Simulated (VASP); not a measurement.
A run of VASP 6.6.1 is set up as follows.

File INCAR:

```
SYSTEM = ZrAlCl2
  PREC = Accurate
  ENCUT = 520
  EDIFF = 1E-7
  ISMEAR = -1
  SIGMA = 0.05
  LREAL = .FALSE.
  LASPH = .TRUE.
  NELM = 100
  ALGO = Normal
  ISIF = 2
  LWAVE = .FALSE.
  LCHARG = .FALSE.
  GGA = PE
  NBANDS = 22
```

Contents of KPOINTS:

```
Automatic mesh
0
G
  9 9 3
  0 0 0
```

File POSCAR:

```
ZrAlCl2
1.0
    3.2963900000      0.0000000000      0.0000000000
   -1.6482000000      2.8547600000      0.0000000000
    0.0000000000      0.0000000000     12.4178200000
Zr Al Cl
1 1 2
Direct
    0.0000000000      0.0000000000      0.0000000000
    0.0000000000      0.0000000000      0.5000000000
    0.3333300000      0.6666700000      0.8580700000
    0.3333300000      0.6666700000      0.1419300000
```

Potentials or basis: VASP PAW PBE potentials, release 64 (Zr_sv, Al, Cl).

The run is started by

```sh
$ cat potpaw_PBE.64/Zr_sv/POTCAR potpaw_PBE.64/Al/POTCAR potpaw_PBE.64/Cl/POTCAR > POTCAR
$ mpirun -np 1 vasp_std > vasp.out
```

(1) Predict the band gap on the k mesh.

(2) What does it give for the pressure?

Answers

(1) none (metal or under the smearing width).

(2) 0.0 GPa.

Caveat: this functional lacks dispersion, which binds the layers, so the pressure and a relaxed spacing across them are unreliable; an odd number of electrons without spin polarisation forces a metal; a magnetic or distorted state may lie lower.
